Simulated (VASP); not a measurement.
Consider the following.

```xyz
5
Lattice="3.6650 0.0000 0.0000 0.0000 3.6650 0.0000 0.0000 0.0000 3.6650" Properties=species:S:1:pos:R:3 pbc="T T T"
Sn     0.0000     0.0000     0.0000
Tc     1.8325     1.8325     1.8325
O      0.0000     1.8325     1.8325
O      1.8325     1.8325     0.0000
O      1.8325     0.0000     1.8325
```

All values below come from PBEsol GGA, VASP's PBE PAW potentials (set 64) (plane waves; VASP). Run with 400 eV cut-off, 7×7×7 Γ-centred mesh, Gaussian smearing of 0.27 eV, potentials Sn_d Tc_pv O.

At this cut-off the stress carries a Pulay error, which pulls relaxed volumes low.

Question: Give the stress tensor in GPa (positive for a compressed cell).

Answer: 
```
59.17   0.00   0.00
 0.00  59.17   0.00
 0.00   0.00  59.17
```
The pressure is its mean diagonal, 59.17 GPa.

The structure was generated: TcSnO3 was put into an ordered model structure, which need not be its known phase. The cell was not relaxed at this level. The electron count is odd and the run is not spin-polarised, which forces a metal.
